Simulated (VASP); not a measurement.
# Lattice of Te2Mo across functionals and dispersion corrections, part 4 of 4

Which functional gives the lattice of Te2Mo as experiment finds it, and is a dearer one worth its cost? The start is a cell from a database of measured crystal structures.

VASP 6.6.1, plane waves and PAW; the level of theory is named at each step.

So far. Step 7 (Relaxation with optB86b-vdW): It ends at 25.31 Å³/atom, +1.4 % from the start, with -0.02 GPa left. The conventional cell has a = 3.533 and c = 14.053 Å. Step 8 (Relaxation with vdW-DF-cx): It ends at 24.66 Å³/atom, -1.2 % from the start, with 0.04 GPa left. The conventional cell has a = 3.505 and c = 13.904 Å.

## 9. Relaxation with revPBE + D3(BJ)

This step: revPBE with D3(BJ); plane waves and PAW (Te, Mo_sv) (VASP 6.6.1).

revPBE by itself binds more weakly than PBE and expands cells; dispersion terms fitted to it are the larger for that.

INCAR

```
SYSTEM = Te2Mo
PREC = Accurate
ENCUT = 520
EDIFF = 1E-06
NELM = 100
ISMEAR = -1
SIGMA = 0.05
LREAL = .FALSE.
ALGO = Normal
GGA = RE
IVDW = 12
NBANDS = 32
LASPH = .TRUE.
LORBIT = 11
LWAVE = .FALSE.
LCHARG = .FALSE.
KPAR = 4
IBRION = 2
NSW = 60
ISIF = 3
EDIFFG = -0.01
```

POSCAR

```
Te2Mo
1.0
    3.5182000000      0.0000000000      0.0000000000
   -1.7591000000      3.0468505756      0.0000000000
    0.0000000000      0.0000000000     13.9736000000
Te Mo
4 2
Direct
    0.3333333333      0.6666666667      0.6210000000
    0.6666666667      0.3333333333      0.1210000000
    0.3333333333      0.6666666667      0.8790000000
    0.6666666667      0.3333333333      0.3790000000
    0.3333333333      0.6666666667      0.2500000000
    0.6666666667      0.3333333333      0.7500000000
```

KPOINTS

```
Automatic mesh
0
Gamma
7 7 2
0 0 0
```

PAW data sets: Te and Mo_sv (PBE family, release 64).

Command:

```sh
$ mpirun -np 4 vasp_std
```

The log of the run:

```text
[banner, memory and clock lines left out]
running    4 mpi-ranks, on    1 nodes
[...]
[... a notice as in an earlier step ...]

 LDA part: xc-table for (Slater+PW92), standard interpolation
 POSCAR, INCAR and KPOINTS ok, starting setup
[...]
entering main loop
       N       E                     dE             d eps       ncg     rms          rms(c)
DAV:   1     0.409936223383E+03    0.40994E+03   -0.27304E+04  1176   0.146E+03
DAV:   2    -0.117924428784E+02   -0.42173E+03   -0.41224E+03  1264   0.342E+02
DAV:   3    -0.343320755866E+02   -0.22540E+02   -0.22284E+02  1304   0.681E+01
DAV:   4    -0.348907450861E+02   -0.55867E+00   -0.55747E+00  1216   0.106E+01
[...]
DAV:  13    -0.337326333887E+02    0.96086E-05   -0.12198E-04  1256   0.581E-02    0.570E-02
DAV:  14    -0.337326378812E+02   -0.44925E-05   -0.10356E-05  1144   0.136E-02    0.398E-02
DAV:  15    -0.337326378179E+02    0.63334E-07   -0.24022E-06  1064   0.717E-03
   1 F= -.39797057E+02 E0= -.39797047E+02  d E =-.397971E+02
[... from here on, the cycles between the ionic steps are left out ...]
   2 F= -.39823234E+02 E0= -.39823223E+02  d E =-.261774E-01
   3 F= -.39834611E+02 E0= -.39834601E+02  d E =-.375546E-01
   4 F= -.39874478E+02 E0= -.39874465E+02  d E =-.398663E-01
   5 F= -.39877170E+02 E0= -.39877153E+02  d E =-.425588E-01
   6 F= -.39905099E+02 E0= -.39905074E+02  d E =-.279290E-01
   7 F= -.39926102E+02 E0= -.39925969E+02  d E =-.489317E-01
   8 F= -.39926261E+02 E0= -.39926152E+02  d E =-.490906E-01
   9 F= -.39926264E+02 E0= -.39926148E+02  d E =-.490935E-01
  10 F= -.39926479E+02 E0= -.39926360E+02  d E =-.215304E-03
  11 F= -.39926498E+02 E0= -.39926380E+02  d E =-.234590E-03
  12 F= -.39926311E+02 E0= -.39926197E+02  d E =0.187168E-03
  13 F= -.39926536E+02 E0= -.39926420E+02  d E =-.381501E-04
[...]
reached required accuracy - stopping structural energy minimisation
```

Run time: 4.4 min. Hardware: 4 MPI ranks of Intel Xeon Platinum 8259CL at 2.50GHz (Skylake/Cascade Lake), shared host; peak memory 1.4 GiB; 17 min of CPU time.

Parts of OUTCAR (step 9):

```text
 Edisp (eV)   -6.52332

 Edisp (eV)   -6.54090

  Total      -0.00040    -0.00040     0.01857     0.00000     0.00000     0.00000
  in kB      -0.00466    -0.00466     0.21440     0.00000     0.00000     0.00000
  external pressure =        0.07 kB  Pullay stress =        0.00 kB

 POSITION                                       TOTAL-FORCE (eV/Angst)
 -----------------------------------------------------------------------------------
     -0.00000      1.99815      8.21094         0.000000     -0.000000     -0.001992
      1.73045      0.99907      1.52054        -0.000000     -0.000000     -0.001992
     -0.00000      1.99815     11.86027         0.000000      0.000000      0.001992
      1.73045      0.99907      5.16987        -0.000000     -0.000000      0.001992
     -0.00000      1.99815      3.34520         0.000000      0.000000     -0.000000
      1.73045      0.99907     10.03560         0.000000     -0.000000     -0.000000
 -----------------------------------------------------------------------------------
    total drift:                               -0.000000      0.000000     -0.000000

  FREE ENERGIE OF THE ION-ELECTRON SYSTEM (eV)
  ---------------------------------------------------
  free  energy   TOTEN  =       -39.9265363704 eV

  energy  without entropy=      -39.9263029360  energy(sigma->0) =      -39.92641965

[... 2 parts as in an earlier step ...]

[... 2 further parts left out ...]
[key lines of the parts left out:]
E-fermi :   9.6738
```

It ends at 23.13 Å³/atom, -7.3 % from the start, with 0.01 GPa left. The conventional cell has a = 3.461 and c = 13.381 Å.

## 10. The cells as a table

This step: relaxed cells at several levels; plane waves and PAW (VASP 6.6.1).

Derived from the runs above.

Lengths are those of the conventional cell; cost is the wall time of each run, as given at its step, times its ranks, without the set-up around it. Results by level, by row:

```
          level  volume (Å³/atom)  change from the start (%)  a (Å)  c (Å)  cost (core minutes)
            LDA             24.09                       -3.5  3.479  13.78                 13.9
            PBE             27.64                       10.7  3.555  15.15                 32.3
         r2SCAN             26.94                        7.9  3.565  14.69                   75
   PBE + D3(BJ)             24.15                       -3.2  3.495   13.7                 12.9
    optB86b-vdW             25.31                        1.4  3.533  14.05                 88.5
      vdW-DF-cx             24.66                       -1.2  3.505   13.9                  113
revPBE + D3(BJ)             23.13                       -7.3  3.461  13.38                 17.5
```

## 11. Outcome

```json
{"volume, LDA": "24.09 Å³/atom", "volume, PBE": "27.64 Å³/atom", "volume, r2SCAN": "26.94 Å³/atom", "volume, PBE + D3(BJ)": "24.15 Å³/atom", "volume, optB86b-vdW": "25.31 Å³/atom", "volume, vdW-DF-cx": "24.66 Å³/atom", "volume, revPBE + D3(BJ)": "23.13 Å³/atom"}
```

In words: For Te2Mo the levels give volumes between 23.13 Å³/atom (revPBE + D3(BJ)) and 27.64 Å³/atom (PBE), a spread of 19.5 %, while the cost of the finished runs spans a factor of 8.7. Within 1 % of experiment on every length: optB86b-vdW and vdW-DF-cx. The nearest is vdW-DF-cx. Thermal and zero-point expansion, often some tenths of a per cent in length, bear on this order: with the measured lengths lowered by an assumed 0.4 % the nearest is still vdW-DF-cx. The costs hold the number of ionic steps as well as the price of the functional. Adding D3(BJ) to PBE changes the volume by -12.6 % (a by -1.7 % and c by -9.6 %). The bonds form layers, and the correction acts mostly on one axis: the spacing that dispersion holds. Within 0.02 Å all end in space group P6_3/mmc; the runs can't lower the symmetry of the start. Not obtained: r2SCAN + rVV10, because the run hit its time limit. Each is a single relaxation on the plane waves of the start cell, so larger changes of volume carry a basis-set error that was not tested here.

Comparison with the measured values:

| quantity | measured | LDA | PBE | r2SCAN | PBE + D3(BJ) | optB86b-vdW | vdW-DF-cx | revPBE + D3(BJ) |
| --- | --- | --- | --- | --- | --- | --- | --- | --- |
| lattice constant a (Å) | 3.52085 | 3.479 (-1.2 %) | 3.555 (+1.0 %) | 3.565 (+1.2 %) | 3.495 (-0.7 %) | 3.533 (+0.3 %) | 3.505 (-0.4 %) | 3.461 (-1.7 %) |
| lattice constant c (Å) | 13.9664 | 13.783 (-1.3 %) | 15.151 (+8.5 %) | 14.689 (+5.2 %) | 13.702 (-1.9 %) | 14.053 (+0.6 %) | 13.904 (-0.4 %) | 13.381 (-4.2 %) |

Measured values from arxiv:1705.00651 (2017).

How well it matches: For the lattice constant a, of the levels listed nearest comes optB86b-vdW (+0.3 %, good agreement) and farthest revPBE + D3(BJ) (-1.7 %, a clear miss). For the lattice constant c, of the levels listed nearest comes vdW-DF-cx (-0.4 %, good agreement) and farthest PBE (+8.5 %, a clear miss). The grades are ours: good and fair within 0.7 and 1.5 % for the lattice constant a and 0.8 and 2 % for the lattice constant c. Zero-point motion and thermal expansion are not in the computed lattice constants.

[Lines on the potential files, build, host, timing and source positions are cut from VASP's logs without a mark.]

[Logs are printed without paths, hosts, clocks, repeated set-up lines and the standing remarks that a program may print on its own settings, such as how far it seeks lower states.]

[Hosts, paths, dates, database ids (printed as entryN), source tags and the programs' standing remarks are cut or masked in the printed files.]

[A measured line is paired with the nearest computed mode of its activity, which favours agreement.]
